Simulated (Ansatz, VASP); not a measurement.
# NaGeCl3: VASP beside Ansatz

Contents of INCAR:

```
SYSTEM = NaGeCl3
PREC = Accurate ; ENCUT = 520
EDIFF = 1E-6 ; ISMEAR = -1
SIGMA = 0.02 ; LREAL = .FALSE.
LASPH = .TRUE. ; NELM = 100
ALGO = Normal ; ISIF = 2
LWAVE = .FALSE. ; LCHARG = .TRUE.
GGA = PE ; LELF = .TRUE.
LVHAR = .TRUE. ; NBANDS = 29
```

KPOINTS

```
regular mesh
0
G
  6 6 6
  0 0 0
```

The input POSCAR:

```
NaGeCl3
1.0
    5.0610986852      0.0000000000      0.0000000000
    0.0000000000      5.0610986852      0.0000000000
    0.0000000000      0.0000000000      5.0610986852
Na Ge Cl
1 1 3
Direct
    0.0000000000      0.0000000000      0.0000000000
    0.5000000000      0.5000000000      0.5000000000
    0.5000000000      0.5000000000      0.0000000000
    0.5000000000      0.0000000000      0.5000000000
    0.0000000000      0.5000000000      0.5000000000
```

Input for Ansatz:

```yaml
crystal:
  lattice:
    - [5.0610986852, 0.0, 0.0]
    - [0.0, 5.0610986852, 0.0]
    - [0.0, 0.0, 5.0610986852]
  atoms:
    - { symbol: Na, position: [0.0, 0.0, 0.0] }
    - { symbol: Ge, position: [0.5, 0.5, 0.5] }
    - { symbol: Cl, position: [0.5, 0.5, 0.0] }
    - { symbol: Cl, position: [0.5, 0.0, 0.5] }
    - { symbol: Cl, position: [0.0, 0.5, 0.5] }
kpoints:
  mp_grid: { grid: [6, 6, 6] }
  band_path:
    path: [[0.0, 0.0, 0.0], [0.0, 0.5, 0.0], [0.5, 0.5, 0.0], [0.5, 0.5, 0.5]]
    npoints: 1
hamiltonian:
  xc: pbe
scf:
  occupations: { method: fermi_dirac, width: 0.02 }
  n_extra_bands: 5
output:
  forces: true
  stress: true
  eigenvalues: true
  write_density: true
  write_potential: true
  elf: true
  volumetric_format: npy
```

Change from the starting cell: hydrostatic strain -2.5%.

Alike in both runs: task single point; functional PBE; k mesh 6 × 6 × 6; occupations fermi-dirac, width 0.02 eV; no spin polarisation.

```csv
,VASP,Ansatz
version,VASP 6.6.1,Ansatz 0.2.0
potentials or method,"VASP PAW PBE potentials, release 64 (Na_pv, Ge_d, Cl)","plane waves, PAW"
plane-wave cutoff (eV),520,420
valence electrons in the cell,42,44
```

Ansatz gave:

```
pressure (GPa) : 3.1
```

Problem. Which values does VASP return?

Solution. Pressure (GPa): 3.0.

The two sets of potentials don't hold the same shells in valence.
